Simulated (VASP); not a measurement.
VASP input:

INCAR:
```
SYSTEM = MgI2
PREC = Accurate
ENCUT = 520
EDIFF = 1E-7
NELM = 100
ALGO = Normal
LREAL = .FALSE.
LASPH = .TRUE.
ISMEAR = -5
LMAXMIX = 4
LWAVE = .FALSE.
LCHARG = .TRUE.
LORBIT = 11
NEDOS = 601
ISIF = 2
LEFG = .TRUE.
```

### KPOINTS
```
Automatic
0
G
7 7 4
```

**POSCAR**
```
MgI2
6.6848530
  0.3047494207  -0.5278414200   0.0000000000
  0.3047494207   0.5278414200   0.0000000000
  0.0000000000   0.0000000000   1.0000000479
Mg I
1 2
Cart
  0.0000000000   0.0000000000   1.0000000479
  0.3047494207   0.1759474919   0.2474505938
  0.3047494207  -0.1759474919   0.7525494542
```

POTCAR, in this order: Mg I (LDA.64 set). Program: vasp_std.

Question: Translate this LDA calculation to Ansatz.

Answer: One equivalent input (not run):
Ansatz 0.2 input:
```yaml
crystal:
  lattice:
    - [2.0372051, -3.5285423, 0.0000000]
    - [2.0372051, 3.5285423, 0.0000000]
    - [0.0000000, 0.0000000, 6.6848533]
  atoms:
    - { symbol: Mg, position: [0.0000000, 0.0000000, 1.0000000] }
    - { symbol: I, position: [0.3333330, 0.6666670, 0.2474506] }
    - { symbol: I, position: [0.6666670, 0.3333330, 0.7525494] }
kpoints:
  mp_grid: { grid: [7, 7, 4] }
hamiltonian:
  xc: lda
  pseudopotentials: { kind: paw }
scf:
  occupations: { method: tetrahedron }
  max_iter: 100
output: { forces: true, stress: true, eigenvalues: true }
```
What does not carry over: each code has its own PAW files, so the cut-off isn't converted (ENCUT is set for VASP's; basis.ecutwfc is left out, and Ansatz then takes the one that its files recommend); Ansatz stops its SCF on the density residual and VASP on the energy change (EDIFF); Ansatz's lda is the Perdew-Wang form, while the LDA potentials of VASP carry Perdew-Zunger's; the field gradients of LEFG aren't asked of the other code.

The compound is MgI2 in the 1T layered structure. It was relaxed first, which changed the volume by -6 %.
